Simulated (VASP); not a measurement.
Calculation: G0W0 on PBE orbitals, VASP's PBE PAW potentials (set 64) (plane waves; VASP).

A VASP calculation is set up with these files.

INCAR:
```
# general
SYSTEM     =SiC
PREC       =Normal
ENCUT      =500
LREAL      =.False.
LASPH      =.True.
NBANDS     =160

# electronic loop
ALGO       =EVGW0

# smearing
ISMEAR     =0
SIGMA      =0.01

# functional
GGA        =PE

# output
LWAVE      =.False.
LCHARG     =.False.

# other
NELMGW     =1
NOMEGA     =64
ENCUTGW    =200
NBANDSGW   =12
LSPECTRALGW=.True.
```

KPOINTS:
```
Automatic mesh
0
Gamma
4 4 4
0 0 0
```

File POSCAR:
```
SiC
3.1235570
  0.0000000000   0.7071066736   0.7071066736
  0.7071066736   0.0000000000   0.7071066736
  0.7071066736   0.7071066736   0.0000000000
Si C
1 1
Direct
  0.0000000000   0.0000000000   0.0000000000
  0.2500000000   0.2500000000   0.2500000000
```

POTCAR, in this order: Si_GW C_GW_new (PBE.64 set). Program: vasp_std. Read from the step before: WAVECAR, WAVEDER.

Output

File OSZICAR:
```
energies w=
    0.000    0.000    0.577    0.000    1.154    0.000    1.727    0.000
    2.297    0.000    2.862    0.000    3.421    0.000    3.973    0.000
    4.519    0.000    5.057    0.000    5.588    0.000    6.111    0.000
    6.627    0.000    7.137    0.000    7.640    0.000    8.137    0.000
    8.628    0.000    9.116    0.000    9.600    0.000   10.081    0.000
   10.560    0.000   11.039    0.000   11.518    0.000   11.999    0.000
   12.482    0.000   12.969    0.000   13.462    0.000   13.961    0.000
   14.468    0.000   14.986    0.000   15.515    0.000   16.058    0.000
   16.617    0.000   17.194    0.000   17.793    0.000   18.415    0.000
   19.065    0.000   19.747    0.000   20.464    0.000   21.222    0.000
   22.026    0.000   22.885    0.000   23.805    0.000   24.796    0.000
   25.870    0.000   27.039    0.000   28.322    0.000   29.737    0.000
   31.311    0.000   33.073    0.000   35.065    0.000   37.337    0.000
   39.956    0.000   43.013    0.000   46.627    0.000   50.970    0.000
   56.287    0.000   62.946    0.000   71.523    0.000   82.974    0.000
   99.014    0.000  123.049    0.000  162.946    0.000  241.919    0.000
NQ=   1    0.0000    0.0000    0.0000,
 performed        110000 updates of chi_q(r,r)
NQ=   2    0.2500    0.0000    0.0000,
 performed        328000 updates of chi_q(r,r)
NQ=   3    0.5000    0.0000    0.0000,
 performed        515000 updates of chi_q(r,r)
NQ=   4    0.2500    0.2500    0.0000,
 performed        733000 updates of chi_q(r,r)
NQ=   5    0.5000    0.2500    0.0000,
 performed       1035000 updates of chi_q(r,r)
NQ=   6   -0.2500    0.2500    0.0000,
 performed       1306000 updates of chi_q(r,r)
NQ=   7    0.5000    0.5000    0.0000,
 performed       1470000 updates of chi_q(r,r)
NQ=   8   -0.2500    0.5000    0.2500,
 performed       1680000 updates of chi_q(r,r)
 resolving degeneracies of screened two electron integrals
```

**OUTCAR**
```


 k-point   1 :       0.0000    0.0000    0.0000
  band No.  KS-energies  QP-energies   sigma(KS)   V_xc(KS)     V^pw_x(r,r')   Z            occupation Imag(sigma)

      1      -6.9565      -8.0694     -14.1721     -12.6211     -21.4573       0.7176       2.0000       1.3366
      2       8.1620       7.4243     -15.6262     -14.6848     -17.4373       0.7836       2.0000       0.0583
      3       8.1620       7.4243     -15.6262     -14.6848     -17.4373       0.7836       2.0000       0.0583
      4       8.1620       7.4243     -15.6262     -14.6848     -17.4373       0.7836       2.0000       0.0583
      5      13.9134      14.2570     -12.6685     -13.1123      -7.2777       0.7741       0.0000      -0.0930
      6      15.1351      15.5589     -10.8790     -11.4158      -5.6121       0.7896       0.0000      -0.0935
      7      15.1351      15.5589     -10.8790     -11.4158      -5.6121       0.7896       0.0000      -0.0935
      8      15.1351      15.5589     -10.8790     -11.4158      -5.6121       0.7896       0.0000      -0.0935
      9      22.3670      22.8429     -10.6590     -11.2740      -4.4054       0.7738       0.0000      -0.2481
     10      22.3670      22.8429     -10.6590     -11.2740      -4.4054       0.7738       0.0000      -0.2481
     11      23.9622      24.0773      -9.4924      -9.6389      -2.8530       0.7855       0.0000      -0.4200
     12      25.0618      25.2277      -9.8805     -10.0936      -2.8716       0.7785       0.0000      -0.6105

 k-point   2 :       0.2500    0.0000    0.0000
  band No.  KS-energies  QP-energies   sigma(KS)   V_xc(KS)     V^pw_x(r,r')   Z            occupation Imag(sigma)

      1      -5.7984      -6.8774     -14.2857     -12.8113     -21.2589       0.7318       2.0000       1.1716
      2       3.9199       2.9954     -14.4603     -13.2374     -17.4435       0.7561       2.0000       0.1190
      3       7.5566       6.7829     -15.3917     -14.4001     -17.3382       0.7804       2.0000       0.0618
      4       7.5566       6.7829     -15.3917     -14.4001     -17.3382       0.7804       2.0000       0.0618
      5      13.7566      14.1072     -11.5871     -12.0316      -6.4492       0.7888       0.0000      -0.0845
      6      15.7642      16.1956     -10.8849     -11.4349      -5.4299       0.7842       0.0000      -0.1063
      7      15.7642      16.1956     -10.8849     -11.4349      -5.4299       0.7842       0.0000      -0.1063
      8      17.1466      17.5987     -12.5086     -13.1035      -6.4223       0.7601       0.0000      -0.1624
      9      21.0053      21.3767     -10.3911     -10.8690      -4.2506       0.7771       0.0000      -0.2488
     10      21.0053      21.3767     -10.3911     -10.8690      -4.2506       0.7771       0.0000      -0.2488
     11      22.9092      22.9555      -9.5738      -9.6327      -2.9809       0.7854       0.0000      -0.4370
     12      28.4077      28.6710     -10.4970     -10.8451      -2.9790       0.7566       0.0000      -0.7840

 k-point   3 :       0.5000    0.0000    0.0000
  band No.  KS-energies  QP-energies   sigma(KS)   V_xc(KS)     V^pw_x(r,r')   Z            occupation Imag(sigma)

      1      -3.5265      -4.5437     -15.0615     -13.6651     -21.4776       0.7284       2.0000       0.8534
      2      -0.1902      -1.1913     -13.2931     -11.9320     -17.6738       0.7355       2.0000       0.3355
      3       7.1125       6.3042     -15.3242     -14.2865     -17.4230       0.7789       2.0000       0.0658
      4       7.1125       6.3042     -15.3242     -14.2865     -17.4230       0.7789       2.0000       0.0658
      5      13.1948      13.5369     -11.6601     -12.0925      -6.6605       0.7913       0.0000      -0.0777
      6      15.1683      15.5541     -10.4876     -10.9744      -5.2185       0.7927       0.0000      -0.0952
      7      15.1683      15.5541     -10.4876     -10.9744      -5.2185       0.7927       0.0000      -0.0952
      8      17.9724      18.2791     -11.3472     -11.7557      -4.9082       0.7508       0.0000      -0.2153
      9      23.8617      24.0840     -10.9398     -11.2330      -3.8453       0.7581       0.0000      -0.4361
     10      24.9100      25.2449     -11.0185     -11.4603      -3.5030       0.7581       0.0000      -0.5989
     11      24.9100      25.2449     -11.0185     -11.4603      -3.5030       0.7581       0.0000      -0.5989
     12      27.9687      28.4158     -11.4407     -12.0263      -4.2102       0.7634       0.0000      -0.7384

 k-point   4 :       0.2500    0.2500    0.0000
  band No.  KS-energies  QP-energies   sigma(KS)   V_xc(KS)     V^pw_x(r,r')   Z            occupation Imag(sigma)

      1      -5.4080      -6.4801     -14.3455     -12.8708     -21.1829       0.7271       2.0000       1.0898
      2       4.7984       3.9079     -15.1678     -13.9958     -17.9406       0.7598       2.0000       0.0989
      3       6.2619       5.4078     -14.8372     -13.7355     -17.1115       0.7752       2.0000       0.0732
      4       6.2619       5.4078     -14.8372     -13.7355     -17.1115       0.7752       2.0000       0.0732
      5      12.0390      12.2689     -10.3827     -10.6697      -5.6346       0.8009       0.0000      -0.0728
      6      14.2744      14.6330     -10.8708     -11.3215      -5.7924       0.7957       0.0000      -0.0841
      7      18.3366      18.8436     -11.7521     -12.4172      -5.5514       0.7623       0.0000      -0.1794
      8      18.3366      18.8436     -11.7521     -12.4172      -5.5514       0.7623       0.0000      -0.1794
      9      19.2463      19.6537     -12.1543     -12.6869      -5.8346       0.7649       0.0000      -0.2104
     10      24.1199      24.5808     -10.6664     -11.2591      -4.0176       0.7777       0.0000      -0.4017
     11      28.1402      28.3462     -10.3302     -10.5942      -2.8957       0.7802       0.0000      -0.8953
     12      28.1402      28.3462     -10.3302     -10.5942      -2.8957       0.7802       0.0000      -0.8953

 k-point   5 :       0.5000    0.2500    0.0000
  band No.  KS-energies  QP-energies   sigma(KS)   V_xc(KS)     V^pw_x(r,r')   Z            occupation Imag(sigma)

      1      -3.1415      -4.1533     -15.0077     -13.6021     -21.2354       0.7198       2.0000       0.7790
      2       1.1982       0.2111     -13.9618     -12.6349     -17.9150       0.7440       2.0000       0.2487
      3       4.2718       3.3610     -14.1499     -12.9566     -16.8709       0.7633       2.0000       0.1029
      4       5.8914       5.0146     -14.8005     -13.6662     -17.1981       0.7730       2.0000       0.0775
      5      11.7814      11.9993     -10.4765     -10.7483      -5.8141       0.8021       0.0000      -0.0700
      6      15.8547      16.2824     -11.7256     -12.2719      -6.3316       0.7830       0.0000      -0.1034
      7      18.2135      18.6646     -11.7864     -12.3754      -5.5887       0.7659       0.0000      -0.1786
      8      18.3182      18.7827     -11.2968     -11.9001      -5.1411       0.7700       0.0000      -0.1871
      9      21.6785      22.0992     -12.0085     -12.5714      -4.7697       0.7473       0.0000      -0.3770
     10      25.2230      25.5794     -10.9461     -11.4220      -3.5534       0.7488       0.0000      -0.5783
     11      27.7923      28.0295     -10.7000     -11.0114      -3.2118       0.7618       0.0000      -0.7765
     12      29.4655      29.9483     -11.6014     -12.2357      -4.0963       0.7611       0.0000      -0.8557

 k-point   6 :      -0.2500    0.2500    0.0000
  band No.  KS-energies  QP-energies   sigma(KS)   V_xc(KS)     V^pw_x(r,r')   Z            occupation Imag(sigma)

      1      -4.0318      -5.0801     -14.6707     -13.2479     -21.1281       0.7368       2.0000       0.9068
      2       2.2831       1.3205     -14.3777     -13.0888     -18.0106       0.7468       2.0000       0.1928
      3       3.9116       2.9871     -13.9179     -12.7009     -16.7380       0.7597       2.0000       0.1117
      4       6.9861       6.1786     -15.1895     -14.1520     -17.2674       0.7783       2.0000       0.0659
      5      13.5023      13.8100     -10.6961     -11.0829      -5.6748       0.7954       0.0000      -0.0827
      6      16.5664      16.9501     -12.0114     -12.5096      -6.1636       0.7702       0.0000      -0.1388
      7      16.8882      17.3315     -10.9965     -11.5671      -5.1241       0.7768       0.0000      -0.1477
      8      17.6238      18.1701     -12.4634     -13.1729      -6.5539       0.7700       0.0000      -0.1408
      9      20.1797      20.5550     -10.3849     -10.8613      -4.4591       0.7879       0.0000      -0.2133
     10      23.1393      23.4481     -10.9069     -11.3169      -3.5993       0.7534       0.0000      -0.4652
     11      27.3756      27.6546     -10.8187     -11.1866      -3.4061       0.7581       0.0000      -0.7196
     12      28.5365      28.7984     -10.9982     -11.3411      -3.1963       0.7636       0.0000      -0.9017

 k-point   7 :       0.5000    0.5000    0.0000
  band No.  KS-energies  QP-energies   sigma(KS)   V_xc(KS)     V^pw_x(r,r')   Z            occupation Imag(sigma)

      1      -2.1078      -3.1155     -15.5632     -14.1687     -21.5784       0.7226       2.0000       0.6610
      2       0.4569      -0.5249     -13.7171     -12.3845     -17.9049       0.7367       2.0000       0.2953
      3       5.0359       4.1137     -14.5956     -13.3910     -17.2680       0.7656       2.0000       0.0901
      4       5.0359       4.1137     -14.5956     -13.3910     -17.2680       0.7656       2.0000       0.0901
      5       9.5051       9.6154     -10.2058     -10.3423      -5.9620       0.8080       0.0000      -0.0598
      6      12.2938      12.5584     -10.3749     -10.7014      -5.7455       0.8102       0.0000      -0.0670
      7      21.6934      22.1647     -12.1681     -12.8092      -4.6388       0.7350       0.0000      -0.4014
      8      21.6934      22.1647     -12.1681     -12.8092      -4.6388       0.7350       0.0000      -0.4014
      9      22.4282      22.9516     -13.2353     -13.9495      -5.6895       0.7330       0.0000      -0.3849
...
```
(Selected blocks of OUTCAR.)

The mesh is coarse and the basis finite, so the quasiparticle values are not converged.

The compound is SiC in the zinc blende structure. This cell is one point of a volume scan, at 1.04 of the reference volume. The k-mesh is coarse (spacing up to 0.62 per Å, 2π included), so the numbers may not be converged in it.
